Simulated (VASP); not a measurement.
An input for Ansatz (written as the equivalent of a VASP run, and not itself run):

Ansatz 0.2 input:
```yaml
crystal:
  lattice:
    - [3.9106613, 0.0000000, 0.0000000]
    - [-1.9553307, 3.3867325, 0.0000000]
    - [0.0000000, 0.0000000, 6.4687015]
  atoms:
    - { symbol: Cd, position: [0.0000000, 0.0000000, 0.0000000] }
    - { symbol: Cd, position: [0.0000000, 0.0000000, 0.5000000] }
    - { symbol: Se, position: [0.3333330, 0.6666670, 0.2500000] }
    - { symbol: Se, position: [0.6666670, 0.3333330, 0.7500000] }
kpoints:
  mp_grid: { grid: [7, 7, 4] }
hamiltonian:
  xc: pbesol
  pseudopotentials: { kind: paw }
scf:
  occupations: { method: gaussian, width: 0.05 }
  max_iter: 100
relax:
  max_steps: 40
  f_tol: 0.02
  cell: { p_target: 10 }
output: { forces: true, stress: true, eigenvalues: true }
```

Task: Translate this input to VASP (INCAR, KPOINTS, POSCAR, choice of POTCAR).

Result: One answer among several that fit: 
File POSCAR:
```
CdSe
1.0
  3.9106613095   0.0000000000   0.0000000000
 -1.9553306548   3.3867324663   0.0000000000
  0.0000000000   0.0000000000   6.4687014707
Cd Se
2 2
Cart
  0.0000000000   0.0000000000   0.0000000000
  0.0000000000   0.0000000000   3.2343507354
 -0.0000019554   2.2578227731   1.6171753677
  1.9553326101   1.1289096932   4.8515261030
```

INCAR:
```
ALGO=Normal
EDIFF=1E-6
EDIFFG=-0.02
ENCUT=500
GGA=PS
IBRION=2
ISIF=3
ISMEAR=0
LASPH=.TRUE.
LCHARG=.FALSE.
LMAXMIX=4
LREAL=.FALSE.
LWAVE=.FALSE.
NELM=100
NSW=40
PREC=Accurate
PSTRESS=100
SIGMA=0.05
SYSTEM=CdSe
```

### KPOINTS
```
kpoints
0
Gamma
  7 7 4
0 0 0
```

POTCAR, in this order: Cd Se (PBE.64 set). Program: vasp_std.

Limits of the translation: each code has its own PAW files, so the cut-off isn't converted (ENCUT is set for VASP's; basis.ecutwfc is left out, and Ansatz then takes the one that its files recommend); Ansatz stops its SCF on the density residual and VASP on the energy change (EDIFF).

The structure was generated: CdSe was put into the NiAs type type (P6_3/mmc), which need not be its known phase. This run relaxes it under an external pressure of 10 GPa. Symmetry was kept, so distortions that lower it aren't found.
